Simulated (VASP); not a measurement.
Here is the system:

```
CELL_PARAMETERS angstrom
      0.00000     2.16069     2.16069
      2.16069     0.00000     2.16069
      2.16069     2.16069     0.00000
ATOMIC_POSITIONS crystal
  Na 0.00000 0.00000 0.00000
  F  0.50000 0.50000 0.50000
```

The numbers are results of LDA (Ceperley-Alder, Perdew-Zunger), VASP's LDA PAW potentials (set 64) (plane waves; VASP), not measurements. Run with 620 eV cut-off, 10×10×10 Γ-centred mesh, Gaussian smearing of 0.050 eV, potentials Na_pv F.

Q: What does the run give for the energy per atom (σ→0), pressure, band gap (on the k-mesh) with the smallest direct gap where there is one?

A: 
```
Quantity                                      Value
-----------------------------------  --------------
band gap (on the k-mesh)                    7.23 eV
smallest direct gap (on the k-mesh)         7.23 eV
energy per atom (σ→0)                -4628 meV/atom
pressure                                  10.03 GPa
```

Only differences to runs with the same potentials and settings are physical.

The compound is NaF in the rock salt structure. It was relaxed first under an external pressure of 10 GPa.
